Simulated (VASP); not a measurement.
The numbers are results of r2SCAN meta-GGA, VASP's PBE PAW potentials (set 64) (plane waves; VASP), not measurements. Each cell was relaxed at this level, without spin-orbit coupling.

Question: Which of these comes out without a gap?
A. KBr, Fm-3m (225)
B. Ag, Fm-3m (225)
C. SiC, P6_3mc (186)
D. ZnS, F-43m (216)

Answer: B, Ag, Fm-3m (225). The others have gaps of 2.73 eV (ZnS, F-43m (216)), 2.40 eV (SiC, P6_3mc (186)), 5.07 eV (KBr, Fm-3m (225)).
